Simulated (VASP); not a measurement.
An input for Quantum ESPRESSO's pw.x (written as the equivalent of a VASP run, and not itself run):

```
&CONTROL
  calculation = 'vc-relax'
  pseudo_dir = './pseudo'
  outdir = './out'
  tprnfor = .true.
  tstress = .true.
  nstep = 60
  forc_conv_thr = 0.00039
/
&SYSTEM
  ibrav = 0
  nat = 2
  ntyp = 2
  ecutwfc = 110
  occupations = 'smearing'
  smearing = 'methfessel-paxton'
  degauss = 0.00735
  input_dft = 'pbe'
/
&ELECTRONS
  conv_thr = 7.3e-08
  electron_maxstep = 100
/
&IONS
/
&CELL
/
ATOMIC_SPECIES
  La 138.905 La.upf
  S 32.060 S.upf
CELL_PARAMETERS angstrom
     0.0000000    3.6026660    3.6026660
     3.6026660    0.0000000    3.6026660
     3.6026660    3.6026660    0.0000000
ATOMIC_POSITIONS crystal
  La   0.0000000  0.0000000  0.0000000
  S    0.2500000  0.2500000  0.2500000
K_POINTS automatic
  8 8 8 0 0 0
```

### Question
Translate this input to VASP (INCAR, KPOINTS, POSCAR, choice of POTCAR).

### Answer
One answer among several that fit: 
**INCAR**
```
LMAXMIX = 6   ! l cut-off of mixed one-centre charges
SIGMA = 0.1   ! width (eV)
NSW = 60
GGA = PE   ! PBE
ENCUT = 400   ! plane-wave cut-off (eV)
EDIFFG = -0.01   ! ionic stop
ISMEAR = 1   ! Methfessel-Paxton
LCHARG = .FALSE.
SYSTEM = LaS
LWAVE = .FALSE.
LREAL = .FALSE.   ! projection in real space or not
NELM = 100   ! most electronic steps
ALGO = Normal
LASPH = .TRUE.   ! aspherical one-centre terms
IBRION = 2   ! conjugate gradients
ISIF = 3   ! ions, shape and volume
PREC = Accurate
EDIFF = 1E-6   ! SCF stop (eV)
```

KPOINTS:
```
Automatic mesh
0
gamma
  8 8 8
```

File POSCAR:
```
LaS
1
    0.0000000000     3.6026660000     3.6026660000
    3.6026660000     0.0000000000     3.6026660000
    3.6026660000     3.6026660000     0.0000000000
La S
1 1
Direct
  0.0000000000   0.0000000000   0.0000000000
  0.2500000000   0.2500000000   0.2500000000
```

POTCAR, in this order: La S (PBE.64 set). Program: vasp_std.

What does not carry over: the potentials are each code's own (VASP's PAW set, PseudoDojo norm-conserving files in pw.x), so ENCUT and ecutwfc are chosen apart and not converted; conv_thr bounds pw.x's estimated SCF error, while EDIFF bounds the energy change between steps; forc_conv_thr acts on force components and is met together with etot_conv_thr.

The structure was generated: LaS was put into the zinc blende type (F-43m), which need not be its known phase. This run relaxes it. Symmetry was kept, so distortions that lower it aren't found.
